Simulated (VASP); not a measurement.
Given:

```
MgSe
1.0
    0.00000     2.77819     2.77819
    2.77819     0.00000     2.77819
    2.77819     2.77819     0.00000
Mg Se
1 1
Direct
  0.00000   0.00000   0.00000
  0.50000   0.50000   0.50000
```

The numbers are results of r2SCAN+rVV10, VASP's PBE PAW potentials (set 64) (plane waves; VASP 6.6.1), not measurements. Settings: 520 eV cut-off, 8×8×8 Γ-centred mesh, Gaussian smearing of 0.050 eV, potentials Mg Se.

**Question.** Predict the energy per atom (σ→0), pressure, band gap (on the k-mesh) with the smallest direct gap where there is one.

**Answer.** 
```
Property                                       Value
-----------------------------------  ---------------
band gap (on the k-mesh)                     2.33 eV
smallest direct gap (on the k-mesh)          3.06 eV
energy per atom (σ→0)                -10.553 eV/atom
pressure                                   -3.55 GPa
```

Total energies compare only between runs with the same potentials, cut-off and functional.

The compound is MgSe in the rock salt structure. This cell is one point of a volume scan, at 1.06 of the reference volume.
